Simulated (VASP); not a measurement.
Crystal: Ga.

```
CELL_PARAMETERS angstrom
2.21789 -3.74191 0.00000
2.21789 3.74191 0.00000
0.00000 0.00000 4.42496
ATOMIC_POSITIONS crystal
Ga 0.84436 0.15564 0.08594
Ga 0.65564 0.34436 0.58594
Ga 0.15564 0.84436 0.91406
Ga 0.34436 0.65564 0.41406
```

Base run:

* Program: VASP 6.6.1
* Functional: LDA
* Potentials or basis: VASP PAW LDA potentials, release 64 (Ga_d)
* Cutoff: 520 eV
* k mesh: 8 × 8 × 7
* Occupations: fermi-dirac, width 0.3 eV
* Spin: no spin polarisation

Its results: band gap on the k mesh none (metal or under the smearing width); pressure 0.7 GPa; largest force 0.040 eV/Å.

Task: The run is repeated on the same cell with these changes: occupations from fermi-dirac, width 0.3 eV to gaussian, width 0.01 eV; further incar settings from ALGO = Fast; EDIFF = 1e-07; NBANDS = 34 to ALGO = Fast; EDIFF = 1e-06; NBANDS = 34. What comes out?

Result: Band gap on the k mesh none (metal or under the smearing width); pressure 0.1 GPa; largest force 0.016 eV/Å.

Not every run made on this cell is shown here.
